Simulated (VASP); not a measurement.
All values below come from PBE GGA, VASP's PBE PAW potentials (set 64) (plane waves; VASP).

A VASP calculation is set up with these files.

POSCAR:
```
HoAs
1
    4.5070820000     0.0000000000     0.0000000000
   -2.2535410000     3.9032480000     0.0000000000
    0.0000000000     0.0000000000     7.3815600000
Ho As
2 2
Direct
  0.6666670000   0.3333330000   0.0000000000
  0.3333330000   0.6666670000   0.5000000000
  0.6666670000   0.3333330000   0.6252000000
  0.3333330000   0.6666670000   0.1252000000
```

### INCAR
```
! general
SYSTEM  = HoAs
PREC    = Accurate
ENCUT   = 400   ! plane-wave cut-off (eV)
LREAL   = F   ! projection in real space or not
LASPH   = T

! electronic loop
EDIFF   = 1E-6   ! SCF stop (eV)
NELM    = 100   ! most electronic steps
ALGO    = Normal
LMAXMIX = 6

! smearing
ISMEAR  = 0
SIGMA   = 0.05   ! width (eV)

! functional
GGA     = PE   ! PBE

! ions
ISIF    = 2   ! forces and stress, cell fixed

! output
LWAVE   = F
LCHARG  = F
```

KPOINTS:
```
Automatic mesh
0
Gamma
4 4 3
0 0 0
```

POTCAR, in this order: Ho_3 As (PBE.64 set). Program: vasp_std.

The resulting files:

File OUTCAR:
```
 ion  position               nearest neighbor table
   1  0.667  0.333  0.000-   4 2.76   4 2.76   4 2.76   3 2.77
   2  0.333  0.667  0.500-   3 2.76   3 2.76   3 2.76   4 2.77
   3  0.667  0.333  0.625-   2 2.76   2 2.76   2 2.76   1 2.77
   4  0.333  0.667  0.125-   1 2.76   1 2.76   1 2.76   2 2.77
  LATTYP: Found a hexagonal cell.
 ALAT       =     4.5070820000
 C/A-ratio  =     1.6377691819
 Subroutine PRICEL returns:
 Original cell was already a primitive cell.
 Subroutine GETGRP returns: Found 12 space group operations
The static configuration has the point symmetry C_3v.
 The point group associated with its full space group is C_6v.
The dynamic configuration has the point symmetry C_3v.
 Subroutine INISYM returns: Found 12 space group operations
 Subroutine IBZKPT returns following result:
 Found      8 irreducible k-points:

 Following reciprocal coordinates:
            Coordinates               Weight
  0.000000  0.000000  0.000000      1.000000
  0.250000  0.000000  0.000000      6.000000
  0.500000  0.000000  0.000000      3.000000
  0.250000  0.250000  0.000000      6.000000
  0.000000  0.000000  0.333333      2.000000
  0.250000  0.000000  0.333333     12.000000
  0.500000  0.000000  0.333333      6.000000
  0.250000  0.250000  0.333333     12.000000
   k-points           NKPTS =      8   k-points in BZ     NKDIM =      8   number of bands    NBANDS=     18
   number of dos      NEDOS =    301   number of ions     NIONS =      4
   total plane-waves  NPLWV =  43200
   dimension x,y,z NGX =    30 NGY =   30 NGZ =   48
   dimension x,y,z NGXF=    60 NGYF=   60 NGZF=   96
   ions per type =               2   2
   PREC   = accura    normal or accurate (medium, high low for compatibility)
   ISTART =      0    job   : 0-new  1-cont  2-samecut
   ICHARG =      2    charge: 1-file 2-atom 10-const
   ISPIN  =      1    spin polarized calculation?
   LNONCOLLINEAR =      F non collinear calculations
   LSORBIT =      F    spin-orbit coupling
...
```

File OSZICAR:
```
       N       E                     dE             d eps       ncg     rms          rms(c)
DAV:   1     0.146903712612E+03    0.14690E+03   -0.10547E+04   328   0.112E+03
DAV:   2    -0.911996006216E+01   -0.15602E+03   -0.15179E+03   472   0.472E+02
DAV:   3    -0.234230335197E+02   -0.14303E+02   -0.14057E+02   496   0.925E+01
DAV:   4    -0.237778768600E+02   -0.35484E+00   -0.35430E+00   472   0.183E+01
DAV:   5    -0.237856280321E+02   -0.77512E-02   -0.77451E-02   512   0.251E+00    0.303E+01
DAV:   6    -0.225358598082E+02    0.12498E+01   -0.38285E+00   464   0.101E+01    0.187E+01
DAV:   7    -0.225292239272E+02    0.66359E-02   -0.16908E+00   512   0.731E+00    0.218E+00
DAV:   8    -0.224827634230E+02    0.46461E-01   -0.38907E-01   496   0.365E+00    0.301E-01
DAV:   9    -0.224840375972E+02   -0.12742E-02   -0.90289E-03   432   0.755E-01    0.270E-01
DAV:  10    -0.224846371411E+02   -0.59954E-03   -0.90933E-04   416   0.182E-01    0.269E-01
DAV:  11    -0.224847550969E+02   -0.11796E-03   -0.34586E-04   408   0.121E-01    0.439E-02
DAV:  12    -0.224847671347E+02   -0.12038E-04   -0.37832E-05   472   0.361E-02    0.319E-02
DAV:  13    -0.224847670113E+02    0.12340E-06   -0.12038E-05   440   0.215E-02    0.566E-03
DAV:  14    -0.224847673474E+02   -0.33609E-06   -0.39841E-07   256   0.544E-03
   1 F= -.22484767E+02 E0= -.22484767E+02  d E =-.685089E-18
```

### OUTCAR
```
------------------------ aborting loop because EDIFF is reached ----------------------------------------
  FORCE on cell =-STRESS in cart. coord.  units (eV):
  Direction    XX          YY          ZZ          XY          YZ          ZX
  --------------------------------------------------------------------------------------
  Total        1.4557337      1.4557341     -0.0851207      0.0000000      0.0000000     -0.0000000
  in kB       17.9606796     17.9606841     -1.0502097      0.0000000      0.0000000     -0.0000000
  external PRESSURE =      11.6237180 kB  Pullay stress =       0.0000000 kB
  volume of cell :      129.86
      direct lattice vectors                 reciprocal lattice vectors
     4.507082000  0.000000000  0.000000000     0.221873043  0.128098445  0.000000000
    -2.253541000  3.903248000  0.000000000     0.000000000  0.256196890  0.000000000
     0.000000000  0.000000000  7.381560000     0.000000000  0.000000000  0.135472719
 POSITION                                       TOTAL-FORCE (eV/Angst)
 -----------------------------------------------------------------------------------
      2.25354      1.30108      0.00000         0.000000     -0.000000      0.143359
     -0.00000      2.60217      3.69078         0.000000      0.000000      0.143359
      2.25354      1.30108      4.61495         0.000000     -0.000000     -0.143359
     -0.00000      2.60217      0.92417        -0.000000      0.000000     -0.143359
 -----------------------------------------------------------------------------------
    total drift:                                0.000127     -0.000073      0.000869
  FREE ENERGIE OF THE ION-ELECTRON SYSTEM (eV)
  ---------------------------------------------------
  free  energy   TOTEN  =       -22.4847673474 eV

  energy  without entropy=      -22.4847673474  energy(sigma->0) =      -22.48476735
```
(Selected blocks of OUTCAR.)

The 4f electrons are frozen in the core of the lanthanide potential, so 4f levels, which can set the real gap, and their magnetism are missing.

The structure was generated: HoAs was put into the wurtzite type (P6_3mc), which need not be its known phase. The cell was not relaxed at this level.
